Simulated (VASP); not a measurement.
Input for VASP

### INCAR
```
SIGMA = 0.1
EDIFF = 1E-6   # SCF stop (eV)
GGA = PE
ALGO = Normal
LCHARG = F
SYSTEM = Ta2N
ENCUT = 400   # plane-wave cut-off (eV)
NELM = 100   # most electronic steps
LASPH = T   # aspherical one-centre terms
LMAXMIX = 6   # l cut-off of mixed one-centre charges
LREAL = F   # projection in real space or not
LWAVE = F
ISMEAR = 0
PREC = Accurate
ISIF = 2
```

### POSCAR
```
Ta2N
12.4332320
  0.3276870407   0.0000000000   0.0000000000
  0.0000000000   0.3276870407   0.0000000000
  0.0000000000   0.0000000000   0.5000000000
Ta N
4 2
Cartesian
  0.0000000000   0.0000000000   0.0000000000
  0.1638435203   0.1638435203   0.0000000000
  0.1638435203   0.0000000000   0.1350000000
  0.0000000000   0.1638435203   0.3650000000
  0.1638435203   0.0000000000   0.3500000000
  0.0000000000   0.1638435203   0.1500000000
```

KPOINTS:
```
kpoints
0
G
  5 5 3
```

POTCAR, in this order: Ta_pv N (PBE.64 set). Program: vasp_std.

**Question.** Write an equivalent input for Quantum ESPRESSO's pw.x.

**Answer.** One equivalent input (not run):
```
&CONTROL
  calculation = 'scf'
  pseudo_dir = './pseudo'
  outdir = './out'
  tprnfor = .true.
  tstress = .true.
/
&SYSTEM
  ibrav = 0
  nat = 6
  ntyp = 2
  ecutwfc = 84
  occupations = 'smearing'
  smearing = 'gaussian'
  degauss = 0.00735
  input_dft = 'pbe'
/
&ELECTRONS
  conv_thr = 7.3e-08
  electron_maxstep = 100
/
ATOMIC_SPECIES
  Ta 180.948 Ta.upf
  N 14.007 N.upf
CELL_PARAMETERS angstrom
     4.0742090    0.0000000    0.0000000
     0.0000000    4.0742090    0.0000000
     0.0000000    0.0000000    6.2166160
ATOMIC_POSITIONS crystal
  Ta   0.0000000  0.0000000  0.0000000
  Ta   0.5000000  0.5000000  0.0000000
  Ta   0.5000000  0.0000000  0.2700000
  Ta   0.0000000  0.5000000  0.7300000
  N    0.5000000  0.0000000  0.7000000
  N    0.0000000  0.5000000  0.3000000
K_POINTS automatic
  5 5 3 0 0 0
```
The two are equivalent in intent, not identical: the potentials are each code's own (VASP's PAW set, PseudoDojo norm-conserving files in pw.x), so ENCUT and ecutwfc are chosen apart and not converted; conv_thr bounds pw.x's estimated SCF error, while EDIFF bounds the energy change between steps.

The structure was generated: Ta2N was put into an ordered model structure, which need not be its known phase. The cell was not relaxed at this level, and its volume differs by -5.9 % from the start's. The k-mesh is coarse (spacing up to 0.34 per Å, 2π included), so the numbers may not be converged in it.
